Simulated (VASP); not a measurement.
Input:

```
CELL_PARAMETERS angstrom
      2.28784     1.32089     7.43607
     -2.28784     1.32089     7.43607
      0.00000    -2.64178     7.43607
ATOMIC_POSITIONS crystal
  Mg 0.50087 0.50087 0.50087
  Cd 0.99955 0.99955 0.99955
  Te 0.87357 0.87357 0.87357
  Te 0.37600 0.37600 0.37600
```

Calculation: PBEsol GGA, VASP's PBE PAW potentials (set 64) (plane waves; VASP 6.6.1). Run with 400 eV cut-off, Gaussian smearing of 0.050 eV, potentials Mg Cd Te.

Unless said otherwise, spin-orbit coupling is left out, though it shifts the bands of the heavy elements here.

Task: Predict the band gap (along the path) with the smallest direct gap where there is one.

Result: 
```yaml
band gap (along the path): 1.28 eV
smallest direct gap (along the path): 1.28 eV
```

Only differences to runs with the same potentials and settings are physical.

The structure comes from a computed database's MgCdTe2 entry (R3m); how it stands against other phases isn't given here. It was relaxed first.
